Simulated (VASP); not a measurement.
Level of theory: PBE GGA, VASP's PBE PAW potentials (set 64) (plane waves; VASP 6.6.1).

VASP input:

### INCAR
```
SYSTEM  =  CeO2
PREC  =  Accurate; ENCUT  =  520; LREAL  =  .FALSE.
LASPH  =  .TRUE.
EDIFF  =  1E-6; NELM  =  100; ALGO  =  Conjugate
LMAXMIX  =  6
ISMEAR  =  0; SIGMA  =  0.05
GGA  =  PE
ISIF  =  2
LWAVE  =  .FALSE.; LCHARG  =  .FALSE.
```

File KPOINTS:
```
Automatic mesh
0
Gamma
6 6 6
0 0 0
```

**POSCAR**
```
CeO2
1.0
  0.0000000000   2.7591000000   2.7591000000
  2.7591000000   0.0000000000   2.7591000000
  2.7591000000   2.7591000000   0.0000000000
Ce O
1 2
Cartesian
  0.0000000000   0.0000000000   0.0000000000
  1.3795500000   1.3795500000   1.3795500000
  4.1386500000   4.1386500000   4.1386500000
```

POTCAR, in this order: Ce O (PBE.64 set). Program: vasp_std.

Task: Estimate the energy per atom (σ→0), pressure.

Result: 
| Item | Value |
|---|---|
| energy per atom (σ→0) | -8738 meV/atom |
| pressure | -4.85 GPa |

File OSZICAR:
```
...
CGA:  38    -0.262131635691E+02   -0.31227E-05   -0.31008E-05   256   0.124E-04  -0.194E-06
CGA:  39    -0.262131677232E+02   -0.41540E-05   -0.41624E-05   256   0.870E-05  -0.270E-06
CGA:  40    -0.262131711800E+02   -0.34568E-05   -0.34969E-05   256   0.682E-05  -0.407E-06
CGA:  41    -0.262131736720E+02   -0.24920E-05   -0.25187E-05   256   0.584E-05  -0.408E-06
CGA:  42    -0.262131749244E+02   -0.12523E-05   -0.12365E-05   256   0.476E-05  -0.153E-06
CGA:  43    -0.262131760492E+02   -0.11248E-05   -0.11086E-05   256   0.247E-05  -0.204E-06
CGA:  44    -0.262131768752E+02   -0.82606E-06   -0.83193E-06   256   0.159E-05  -0.140E-06
   1 F= -.26213177E+02 E0= -.26213177E+02  d E =-.676250E-18
```

The compound is CeO2 in the fluorite structure. The cell was not relaxed at this level. The run is one of a series of settings (ALGO = Conjugate against the base run), some of them coarse on purpose. The run is not spin-polarised, so no magnetic state was tried.
